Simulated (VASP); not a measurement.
Consider the following.

```
CELL_PARAMETERS angstrom
      0.00000     2.24519     2.24519
      2.24519     0.00000     2.24519
      2.24519     2.24519     0.00000
ATOMIC_POSITIONS crystal
  Hf 0.00000 0.00000 0.00000
  N  0.50000 0.50000 0.50000
```

Calculation: PBEsol GGA, VASP's PBE PAW potentials (set 64) (plane waves; VASP). Run with 520 eV cut-off, 16×16×16 Γ-centred mesh, tetrahedra with Blöchl corrections, potentials Hf_pv N.

Unless said otherwise, spin-orbit coupling is left out, though it shifts the bands of the heavy elements here.

**Question.** What does the run give for the energy per atom (σ→0), band gap (on the k-mesh) with the smallest direct gap where there is one?

**Answer.** 
| Property | Result |
|---|---|
| band gap (on the k-mesh) | none (metal, semimetal or under 0.01 eV) |
| energy per atom (σ→0) | -11.497 eV/atom |

Only differences to runs with the same potentials and settings are physical.

The structure comes from a measured HfN entry (Fm-3m) of the Crystallography Open Database, whose conditions weren't checked. It was relaxed first. The electron count is odd and the run is not spin-polarised, which forces a metal.
